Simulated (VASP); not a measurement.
Here is the system:

```yaml
crystal:
  lattice:
    - [0.00000, 1.96684, 1.96684]
    - [1.96684, 0.00000, 1.96684]
    - [1.96684, 1.96684, 0.00000]
  atoms:
    - { symbol: Li, position: [0.00000, 0.00000, 0.00000] }
    - { symbol: H, position: [0.50000, 0.50000, 0.50000] }
```

Method: r2SCAN meta-GGA, VASP's PBE PAW potentials (set 64) (plane waves; VASP). Run with 600 eV cut-off, 10×10×10 Γ-centred mesh, Gaussian smearing of 0.050 eV, potentials Li_sv H.

What does the run give for the energy per atom (σ→0), pressure, band gap (on the k-mesh) with the smallest direct gap where there is one?

- band gap (on the k-mesh) = 3.55 eV
- smallest direct gap (on the k-mesh) = 3.55 eV
- energy per atom (σ→0) = -3.407 eV/atom
- pressure = 2.02 GPa

Only differences to runs with the same potentials and settings are physical.

The compound is LiH in the rock salt structure. It was relaxed first under an external pressure of 2 GPa.
